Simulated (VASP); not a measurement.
Data:

```
RhSi
1.0
   -1.68171     1.68171     4.77038
    1.68171    -1.68171     4.77038
    1.68171     1.68171    -4.77038
Rh Si
2 2
Cartesian
  0.00000   0.00000   7.09432
  1.68171   0.00000   4.70913
  1.68171   1.68171  -3.12537
  0.00000   1.68171   4.03020
```

All values below come from PBEsol GGA, VASP's PBE PAW potentials (set 64) (plane waves; VASP). Settings: 400 eV cut-off, 14×14×14 Γ-centred mesh, tetrahedra with Blöchl corrections, potentials Rh_pv Si.

The cores are frozen, which limits the accuracy of field gradients.

Problem. Give the principal components of the electric field gradient (V/Å²) and the asymmetry η at each nucleus.

Solution. 
```tsv
atom	Vxx	Vyy	Vzz	η
Rh1	-22.7	-0.3	23.0	0.97
Rh2	-22.7	-0.3	23.0	0.97
Si3	33.2	3.8	-37.1	0.79
Si4	33.2	3.8	-37.1	0.79
```

The structure was generated: SiRh was put into the NbAs type (I4_1md), which need not be its known phase. It was relaxed first.
